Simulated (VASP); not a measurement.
Energy against volume of CdF2 (fluorite). These are PBE GGA, VASP's PBE PAW potentials (set 64) (plane waves; VASP) values and carry that method's errors. Settings: 520 eV cut-off, 7×7×7 Γ-centred mesh, Gaussian smearing of 0.050 eV, potentials Cd F.

| V (Å³/atom) | E (eV/atom) |
|---|---|
| 12.981 | -3.61754 |
| 13.395 | -3.63081 |
| 13.810 | -3.63539 |
| 14.224 | -3.63255 |

### Question
Fit these four points and predict the energy of the run at 14.638 Å³/atom.

### Answer
A cubic in V^(−2/3), the third-order Birch-Murnaghan form, passes through the four points with V0 = 13.85 Å³/atom and B0 = 94 GPa, and gives -3.6234 eV/atom there. The run gave -3.6235 eV/atom, -0.2 meV/atom from the fit; all five points give B0 = 93 GPa.

The compound is CdF2 in the fluorite structure. It was relaxed first, which changed the volume by +6 %.
